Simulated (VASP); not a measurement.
Wanted: the native input for a VASP 6.6.1 run.

```yaml
Task: core levels
Functional: PBE
Potentials_or_basis: VASP PAW PBE potentials, release 64 (Ti_sv, N)
Cutoff: 520 eV
k_mesh: 6 × 6 × 6
Occupations: methfessel-paxton, width 0.1 eV
Spin: collinear spin, ferromagnetic start
Starting_moments: "[1.0, 1.0, 1.0, 1.0, 1.0, 1.0, 1.0, 1.0, 0.0, 0.0, 0.0, 0.0, 0.0, 0.0, 0.0, 0.0] μB"
Further_INCAR_settings: ALGO = Normal; EDIFF = 1e-06
```

The structure of TiN lies in POSCAR:

```
TiN
1.0
    0.0000000000      4.2380000000      4.2380000000
    4.2380000000      0.0000000000      4.2380000000
    4.2380000000      4.2380000000      0.0000000000
Ti N
8 8
Direct
    0.0000000000      0.0000000000      0.0000000000
    0.0000000000      0.0000000000      0.5000000000
    0.0000000000      0.5000000000      0.0000000000
    1.0000000000      0.5000000000      0.5000000000
    0.5000000000      0.0000000000      0.0000000000
    0.5000000000      1.0000000000      0.5000000000
    0.5000000000      0.5000000000      0.0000000000
    0.5000000000      0.5000000000      0.5000000000
    0.2500000000      0.2500000000      0.2500000000
    0.2500000000      0.2500000000      0.7500000000
    0.2500000000      0.7500000000      0.2500000000
    0.2500000000      0.7500000000      0.7500000000
    0.7500000000      0.2500000000      0.2500000000
    0.7500000000      0.2500000000      0.7500000000
    0.7500000000      0.7500000000      0.2500000000
    0.7500000000      0.7500000000      0.7500000000
```

These files were run (other wordings do the same):

INCAR

```
SYSTEM = TiN
PREC = Accurate
ENCUT = 520
EDIFF = 1E-6
ISMEAR = 1
SIGMA = 0.1
LREAL = .False.
LASPH = .True.
NELM = 100
ALGO = Normal
ISIF = 2
LWAVE = .False.
LCHARG = .False.
ISPIN = 2
MAGMOM = 1 1 1 1 1 1 1 1 0 0 0 0 0 0 0 0
LORBIT = 11
LMAXMIX = 4
GGA = PE
ICORELEVEL = 1
KPAR = 4
```

KPOINTS

```
Automatic mesh
0
Gamma
  6 6 6
  0 0 0
```

Potentials or basis: VASP PAW PBE potentials, release 64 (Ti_sv, N).

The run is started by

```sh
$ cat potpaw_PBE.64/Ti_sv/POTCAR potpaw_PBE.64/N/POTCAR > POTCAR
$ mpirun -np 4 vasp_std > vasp.out
```

Results of the run:

```json
{"Pressure": "2.2 GPa", "Band gap on the k mesh": "none (metal or under the smearing width)", "Net moment": "0.00 μB per cell", "Valence electrons inside the program's atomic spheres": "Ti 10.39; N 3.76"}
```

Wall time 110 s on 4 MPI ranks on AMD EPYC 9R45 96-Core Processor (Zen 5), on a shared host, peak memory 0.56 GiB a rank.
